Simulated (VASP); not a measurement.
**CsHgH3: single point with PBE**

The system is CsHgH3.

```
Cs Hg H
1.0
     4.31861    0.00000    0.00000
     0.00000    4.31861    0.00000
     0.00000    0.00000    4.31861
Cs Hg H
1 1 3
Direct
  0.00000 0.00000 0.00000
  0.50000 0.50000 0.50000
  0.00000 0.50000 0.50000
  0.50000 0.50000 0.00000
  0.50000 0.00000 0.50000
```

The cell was built by a generator and needn't be a form met in nature.

```yaml
Program: VASP 6.6.1
Task: single point
Functional: PBE
Potentials_or_basis: VASP PAW PBE potentials, release 64 (Cs_sv, Hg, H)
Cutoff: 520 eV
k_mesh: 10 × 10 × 10
Occupations: gaussian, width 0.1 eV
Spin: no spin polarisation
Dipole_correction: no
Further_INCAR_settings: ALGO = Normal; EDIFF = 1e-07; NBANDS = 20
```

| Quantity | Value |
| --- | --- |
| Pressure | 0.2 GPa |
| Band gap on the k mesh | none (metal or under the smearing width) |

Levels at points of the mesh, in eV from the Fermi level:
```tsv
k point	band 10	band 11	band 12	band 13	band 14	band 15
(0.00, 0.00, 0.00)	-6.49	0.13	0.13	4.30	4.30	4.30
(0.50, 0.00, 0.00)	-4.66	-3.72	0.63	3.06	3.06	3.60
(0.50, 0.50, 0.00)	-4.75	-2.58	-2.58	3.08	3.44	5.22
(0.50, 0.50, 0.50)	-3.60	-3.60	-3.60	-2.87	7.45	7.45
```

Run time: 54 s on 1 thread of Intel(R) Xeon(R) Platinum 8559C (Emerald Rapids), with other jobs on the host, peak memory 0.24 GiB.

The run has no spin-orbit coupling, so splittings on Cs, Hg are missing.
